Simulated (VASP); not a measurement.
Calculation: AM05 GGA, VASP's PBE PAW potentials (set 64) (plane waves; VASP).

VASP ran on this input.

**POSCAR**
```
MoTe2
1.0
  1.7075876938  -2.9576282431   0.0000000000
  1.7075876938   2.9576282431   0.0000000000
  0.0000000000   0.0000000000  14.3317434147
Te Mo
4 2
Direct
  0.3333330000   0.6666670000   0.8733806817
  0.6666670000   0.3333330000   0.3733806817
  0.6666670000   0.3333330000   0.1266193183
  0.3333330000   0.6666670000   0.6266193183
  0.3333330000   0.6666670000   0.2500000000
  0.6666670000   0.3333330000   0.7500000000
```

**INCAR**
```
# general
SYSTEM  = MoTe2
PREC    = Accurate
ENCUT   = 520   # plane-wave cut-off (eV)
LREAL   = F
LASPH   = T   # aspherical one-centre terms

# electronic loop
EDIFF   = 1E-7
NELM    = 100   # most electronic steps
ALGO    = Normal   # blocked Davidson
LMAXMIX = 4   # l cut-off of mixed one-centre charges

# smearing
ISMEAR  = 0
SIGMA   = 0.05

# functional
GGA     = AM   # AM05

# ions
IBRION  = 2
NSW     = 30
ISIF    = 4
EDIFFG  = -0.01   # ionic stop

# output
LWAVE   = F
LCHARG  = F
```

KPOINTS:
```
K-points
0
Gamma
 7 7 2
0 0 0
```

POTCAR, in this order: Te Mo_sv (PBE.64 set). Program: vasp_std.

The resulting files:

OUTCAR:
```
 ion  position               nearest neighbor table
   1  0.333  0.667  0.873-   6 2.65   6 2.65   6 2.65   4 3.54
   2  0.667  0.333  0.373-   5 2.65   5 2.65   5 2.65   3 3.54
   3  0.667  0.333  0.127-   5 2.65   5 2.65   5 2.65   2 3.54
   4  0.333  0.667  0.627-   6 2.65   6 2.65   6 2.65   1 3.54
   5  0.333  0.667  0.250-   2 2.65   3 2.65   2 2.65   3 2.65   2 2.65   3 2.65
   6  0.667  0.333  0.750-   1 2.65   4 2.65   1 2.65   4 2.65   1 2.65   4 2.65
  LATTYP: Found a hexagonal cell.
 ALAT       =     3.4151750404
 C/A-ratio  =     4.1964886851
 Subroutine PRICEL returns:
 Original cell was already a primitive cell.
 Subroutine GETGRP returns: Found 24 space group operations
The static configuration has the point symmetry D_3d.
 The point group associated with its full space group is D_6h.
The dynamic configuration has the point symmetry D_3d.
 Subroutine INISYM returns: Found 24 space group operations
 Subroutine IBZKPT returns following result:
 Found     16 irreducible k-points:

 Following reciprocal coordinates:
            Coordinates               Weight
  0.000000  0.000000  0.000000      1.000000
  0.142857  0.000000  0.000000      6.000000
  0.285714 -0.000000  0.000000      6.000000
  0.428571  0.000000  0.000000      6.000000
  0.142857  0.142857  0.000000      6.000000
  0.285714  0.142857  0.000000     12.000000
  0.428571  0.142857  0.000000      6.000000
  0.285714  0.285714  0.000000      6.000000
  0.000000  0.000000  0.500000      1.000000
  0.142857  0.000000  0.500000      6.000000
  0.285714 -0.000000  0.500000      6.000000
  0.428571  0.000000  0.500000      6.000000
  0.142857  0.142857  0.500000      6.000000
  0.285714  0.142857  0.500000     12.000000
  0.428571  0.142857  0.500000      6.000000
  0.285714  0.285714  0.500000      6.000000
   k-points           NKPTS =     16   k-points in BZ     NKDIM =     16   number of bands    NBANDS=     31
   number of dos      NEDOS =    301   number of ions     NIONS =      6
   total plane-waves  NPLWV =  84672
   dimension x,y,z NGX =    28 NGY =   28 NGZ =  108
   dimension x,y,z NGXF=    56 NGYF=   56 NGZF=  216
   ions per type =               4   2
   PREC   = accura    normal or accurate (medium, high low for compatibility)
   ISTART =      0    job   : 0-new  1-cont  2-samecut
   ICHARG =      2    charge: 1-file 2-atom 10-const
   ISPIN  =      1    spin polarized calculation?
   LNONCOLLINEAR =      F non collinear calculations
   LSORBIT =      F    spin-orbit coupling
   INIWAV =      1    electr: 0-lowe 1-rand  2-diag
   ENCUT  =  520.0 eV  38.22 Ry    6.18 a.u.   6.35  6.35 26.65*2*pi/ulx,y,z
   NELM   =    100;   NELMIN=  2; NELMDL= -5     # of ELM steps
   EDIFF  = 0.1E-06   stopping-criterion for ELM
   LREAL  =      F    real-space projection
   NLSPLINE    = F    spline interpolate recip. space projectors
   LMAXMIX     =    4 max onsite mixed and CHGCAR
   VOSKOWN=      0    Vosko Wilk Nusair interpolation
   EDIFFG = -.1E-01   stopping-criterion for IOM
   NSW    =     30    number of steps for IOM
   NBLOCK =      1;   KBLOCK =     30    inner block; outer block
   IBRION =      2    ionic relax: 0-MD 1-quasi-New 2-CG
   NFREE  =      1    steps in history (QN), initial steepest desc. (CG)
   ISIF   =      4    stress and relaxation
   ISYM   =      2    0-nonsym 1-usesym 2-fastsym
   TEIN   =    0.0    initial temperature
   TEBEG  =    0.0;   TEEND  =   0.0 temperature during run
   SMASS  =  -3.00    Nose mass-parameter (am)
   PSTRESS=    0.0 pullay stress
   NELECT =      52.0000    total number of electrons
   EFERMI =   0.00;   METHOD = LEGACY
   ISMEAR =     0;   SIGMA  =   0.05  broadening in eV -4-tet -1-fermi 0-gaus
   IALGO  =     38    algorithm
   LDIAG  =      T    sub-space diagonalisation (order eigenvalues)
   IMIX   =      4    mixing-type and parameters
...
```

File OSZICAR:
```
...
DAV:   3    -0.382214119550E+02   -0.23542E+02   -0.23065E+02  1234   0.700E+01
DAV:   4    -0.388600102175E+02   -0.63860E+00   -0.63665E+00  1236   0.115E+01
DAV:   5    -0.388811618541E+02   -0.21152E-01   -0.21146E-01  1333   0.204E+00    0.268E+01
DAV:   6    -0.379058313998E+02    0.97533E+00   -0.55533E+00  1167   0.127E+01    0.996E+00
DAV:   7    -0.378147096766E+02    0.91122E-01   -0.50423E+00  1112   0.863E+00    0.581E+00
DAV:   8    -0.375443002070E+02    0.27041E+00   -0.12791E+00  1177   0.520E+00    0.331E+00
DAV:   9    -0.375485485959E+02   -0.42484E-02   -0.19651E-01  1332   0.194E+00    0.162E+00
DAV:  10    -0.375428321300E+02    0.57165E-02   -0.44781E-02  1265   0.113E+00    0.512E-01
DAV:  11    -0.375430310668E+02   -0.19894E-03   -0.17585E-03  1271   0.213E-01    0.411E-01
DAV:  12    -0.375430172054E+02    0.13861E-04   -0.56902E-04  1240   0.873E-02    0.216E-01
DAV:  13    -0.375429634296E+02    0.53776E-04   -0.19274E-04  1291   0.724E-02    0.121E-01
DAV:  14    -0.375429613864E+02    0.20431E-05   -0.18251E-05  1289   0.180E-02    0.689E-02
DAV:  15    -0.375429602870E+02    0.10995E-05   -0.24034E-06  1237   0.784E-03    0.400E-02
DAV:  16    -0.375429589530E+02    0.13340E-05   -0.70220E-06  1313   0.121E-02    0.810E-03
DAV:  17    -0.375429588674E+02    0.85532E-07   -0.25575E-07   977   0.221E-03
   1 F= -.37542959E+02 E0= -.37542959E+02  d E =-.375430E+02
       N       E                     dE             d eps       ncg     rms          rms(c)
DAV:   1    -0.376608512933E+02   -0.11789E+00   -0.48298E+00  1042   0.115E+01    0.205E+00
DAV:   2    -0.376505047235E+02    0.10347E-01   -0.26262E-01  1157   0.217E+00    0.106E+00
DAV:   3    -0.376474445193E+02    0.30602E-02   -0.83091E-02  1162   0.137E+00    0.983E-01
DAV:   4    -0.376424838104E+02    0.49607E-02   -0.15726E-02  1200   0.550E-01    0.498E-01
DAV:   5    -0.376419260922E+02    0.55772E-03   -0.61779E-03  1294   0.346E-01    0.137E-01
DAV:   6    -0.376418426927E+02    0.83400E-04   -0.59006E-04  1162   0.125E-01    0.182E-01
DAV:   7    -0.376418395036E+02    0.31890E-05   -0.47203E-05  1256   0.335E-02    0.107E-01
DAV:   8    -0.376418332409E+02    0.62627E-05   -0.16327E-05  1236   0.204E-02    0.308E-02
DAV:   9    -0.376418329086E+02    0.33238E-06   -0.13180E-06  1113   0.474E-03    0.141E-02
DAV:  10    -0.376418328067E+02    0.10184E-06   -0.17790E-07   819   0.189E-03    0.932E-03
DAV:  11    -0.376418328284E+02   -0.21729E-07   -0.28673E-07   975   0.210E-03
   2 F= -.37641833E+02 E0= -.37641833E+02  d E =-.988740E-01
       N       E                     dE             d eps       ncg     rms          rms(c)
DAV:   1    -0.376419138627E+02   -0.81056E-04   -0.36943E-03  1020   0.314E-01    0.554E-02
DAV:   2    -0.376419061355E+02    0.77273E-05   -0.18487E-04  1141   0.589E-02    0.272E-02
DAV:   3    -0.376419018529E+02    0.42826E-05   -0.38682E-05  1229   0.309E-02    0.225E-02
DAV:   4    -0.376418994945E+02    0.23584E-05   -0.89580E-06  1205   0.129E-02    0.115E-02
DAV:   5    -0.376418990827E+02    0.41178E-06   -0.18695E-06  1271   0.657E-03    0.351E-03
DAV:   6    -0.376418989737E+02    0.10904E-06   -0.24625E-07   719   0.274E-03    0.320E-03
DAV:   7    -0.376418989152E+02    0.58523E-07   -0.45988E-08   594   0.119E-03
   3 F= -.37641899E+02 E0= -.37641899E+02  d E =-.989400E-01
       N       E                     dE             d eps       ncg     rms          rms(c)
DAV:   1    -0.377938961370E+02   -0.15200E+00   -0.62381E+00   992   0.157E+01    0.311E+00
DAV:   2    -0.377086666432E+02    0.85229E-01   -0.46355E-01  1139   0.326E+00    0.155E+00
DAV:   3    -0.376903719950E+02    0.18295E-01   -0.58162E-02  1190   0.126E+00    0.510E-01
DAV:   4    -0.376836410578E+02    0.67309E-02   -0.33009E-02  1160   0.835E-01    0.645E-01
DAV:   5    -0.376826527582E+02    0.98830E-03   -0.66724E-03  1265   0.338E-01    0.597E-02
DAV:   6    -0.376826562287E+02   -0.34705E-05   -0.60061E-04  1219   0.112E-01    0.643E-02
DAV:   7    -0.376826589206E+02   -0.26919E-05   -0.30648E-05  1148   0.264E-02    0.165E-02
DAV:   8    -0.376826564284E+02    0.24922E-05   -0.25129E-05  1237   0.262E-02    0.727E-03
DAV:   9    -0.376826563267E+02    0.10167E-06   -0.11564E-06  1020   0.551E-03    0.736E-03
DAV:  10    -0.376826561450E+02    0.18164E-06   -0.60624E-07  1113   0.356E-03    0.320E-03
DAV:  11    -0.376826561206E+02    0.24409E-07   -0.82873E-08   643   0.125E-03
   4 F= -.37682656E+02 E0= -.37682656E+02  d E =-.407572E-01
       N       E                     dE             d eps       ncg     rms          rms(c)
DAV:   1    -0.379751061419E+02   -0.29245E+00   -0.15202E+01   992   0.245E+01    0.464E+00
DAV:   2    -0.377693751951E+02    0.20573E+00   -0.11066E+00  1146   0.506E+00    0.235E+00
DAV:   3    -0.377263762856E+02    0.42999E-01   -0.13361E-01  1211   0.193E+00    0.783E-01
DAV:   4    -0.377105867352E+02    0.15790E-01   -0.77889E-02  1159   0.129E+00    0.964E-01
DAV:   5    -0.377084088271E+02    0.21779E-02   -0.14698E-02  1251   0.498E-01    0.878E-02
DAV:   6    -0.377084139602E+02   -0.51331E-05   -0.11355E-03  1185   0.155E-01    0.960E-02
DAV:   7    -0.377084261813E+02   -0.12221E-04   -0.77073E-05  1237   0.391E-02    0.327E-02
DAV:   8    -0.377084207456E+02    0.54357E-05   -0.70880E-05  1259   0.420E-02    0.124E-02
DAV:   9    -0.377084202412E+02    0.50446E-06   -0.32059E-06  1159   0.923E-03    0.128E-02
DAV:  10    -0.377084199205E+02    0.32069E-06   -0.97505E-07  1145   0.458E-03    0.642E-03
DAV:  11    -0.377084198602E+02    0.60275E-07   -0.10228E-07   580   0.174E-03
   5 F= -.37708420E+02 E0= -.37708420E+02  d E =-.665209E-01
       N       E                     dE             d eps       ncg     rms          rms(c)
DAV:   1    -0.377090364326E+02   -0.61651E-03   -0.32285E-02   992   0.113E+00    0.229E-01
DAV:   2    -0.377086012081E+02    0.43522E-03   -0.25024E-03  1168   0.238E-01    0.119E-01
DAV:   3    -0.377085039955E+02    0.97213E-04   -0.32437E-04  1202   0.925E-02    0.382E-02
DAV:   4    -0.377084687563E+02    0.35239E-04   -0.17184E-04  1153   0.605E-02    0.487E-02
DAV:   5    -0.377084629908E+02    0.57655E-05   -0.33241E-05  1256   0.242E-02    0.509E-03
DAV:   6    -0.377084628330E+02    0.15781E-06   -0.24617E-06  1106   0.728E-03    0.474E-03
DAV:   7    -0.377084627438E+02    0.89129E-07   -0.12671E-07   765   0.183E-03
   6 F= -.37708463E+02 E0= -.37708463E+02  d E =-.665638E-01
       N       E                     dE             d eps       ncg     rms          rms(c)
DAV:   1    -0.377086108865E+02   -0.14805E-03   -0.29288E-02  1035   0.769E-01    0.156E-01
DAV:   2    -0.377086383048E+02   -0.27418E-04   -0.13164E-03  1126   0.149E-01    0.720E-02
DAV:   3    -0.377086221744E+02    0.16130E-04   -0.75656E-05  1216   0.454E-02    0.532E-02
DAV:   4    -0.377086236505E+02   -0.14760E-05   -0.11253E-04  1170   0.452E-02    0.239E-02
DAV:   5    -0.377086148631E+02    0.87874E-05   -0.55342E-05  1153   0.308E-02    0.989E-03
DAV:   6    -0.377086146211E+02    0.24201E-06   -0.23254E-06  1117   0.774E-03    0.207E-03
DAV:   7    -0.377086145473E+02    0.73803E-07   -0.12778E-07   684   0.189E-03
   7 F= -.37708615E+02 E0= -.37708615E+02  d E =-.151803E-03
       N       E                     dE             d eps       ncg     rms          rms(c)
DAV:   1    -0.377086713803E+02   -0.56759E-04   -0.35579E-03  1035   0.268E-01    0.543E-02
DAV:   2    -0.377086753616E+02   -0.39814E-05   -0.15927E-04  1126   0.519E-02    0.250E-02
DAV:   3    -0.377086741461E+02    0.12155E-05   -0.86958E-06  1186   0.155E-02    0.184E-02
DAV:   4    -0.377086748639E+02   -0.71783E-06   -0.13228E-05  1156   0.156E-02    0.817E-03
DAV:   5    -0.377086741683E+02    0.69560E-06   -0.67829E-06  1146   0.108E-02    0.356E-03
DAV:   6    -0.377086742051E+02   -0.36766E-07   -0.26659E-07   787   0.271E-03
   8 F= -.37708674E+02 E0= -.37708674E+02  d E =-.211461E-03
```

File OUTCAR:
```
------------------------ aborting loop because EDIFF is reached ----------------------------------------
  FORCE on cell =-STRESS in cart. coord.  units (eV):
  Direction    XX          YY          ZZ          XY          YZ          ZX
  --------------------------------------------------------------------------------------
  Total        1.0795682      1.0795678      1.0945808      0.0000000      0.0000000      0.0000000
  in kB       11.9482700     11.9482655     12.1144242      0.0000000      0.0000000      0.0000000
  external PRESSURE =      12.0036532 kB  Pullay stress =       0.0000000 kB
  volume of cell :      144.76
      direct lattice vectors                 reciprocal lattice vectors
     1.734253114 -3.003813948 -0.000000000     0.288308550 -0.166455050 -0.000000000
     1.734253114  3.003813948 -0.000000000     0.288308550  0.166455050  0.000000000
    -0.000000000 -0.000000000 13.894410090     0.000000000  0.000000000  0.071971389
 POSITION                                       TOTAL-FORCE (eV/Angst)
 -----------------------------------------------------------------------------------
      1.73425      1.00127     12.22882         0.000000      0.000000      0.000005
      1.73425     -1.00127      5.28161         0.000000      0.000000      0.000005
      1.73425     -1.00127      1.66559         0.000000     -0.000000     -0.000005
      1.73425      1.00127      8.61280         0.000000     -0.000000     -0.000005
      1.73425      1.00127      3.47360         0.000000     -0.000000      0.000000
      1.73425     -1.00127     10.42081        -0.000000      0.000000      0.000000
 -----------------------------------------------------------------------------------
    total drift:                               -0.000238      0.001601     -0.000026
  FREE ENERGIE OF THE ION-ELECTRON SYSTEM (eV)
  ---------------------------------------------------
  free  energy   TOTEN  =       -37.7086742051 eV

  energy  without entropy=      -37.7086742051  energy(sigma->0) =      -37.70867421

 reached required accuracy - stopping structural energy minimisation
```
(Selected blocks of OUTCAR.)

### CONTCAR
```
MoTe2
   1.00000000000000
     1.7342531138958683   -3.0038139476121342   -0.0000000000000000
     1.7342531138958683    3.0038139476121342   -0.0000000000000000
    -0.0000000000000000   -0.0000000000000000   13.8944100904193313
  Te              Mo
     4     2
Direct
     0.3333330000000032    0.6666669999999968    0.8801250773895080
     0.6666669999999968    0.3333330000000032    0.3801250773895081
     0.6666669999999968    0.3333330000000032    0.1198749226104920
     0.3333330000000032    0.6666669999999968    0.6198749226104920
     0.3333330000000032    0.6666669999999968    0.2500000000000000
     0.6666669999999968    0.3333330000000032    0.7500000000000000
```

Without a dispersion term in the relaxation, distances and binding between the weakly bound layers, chains or molecules are unreliable, and so is what depends on them.

The compound is MoTe2 in the 2H layered structure. This cell is one point of a volume scan, at 0.94 of the reference volume. Symmetry was kept, so distortions that lower it aren't found.
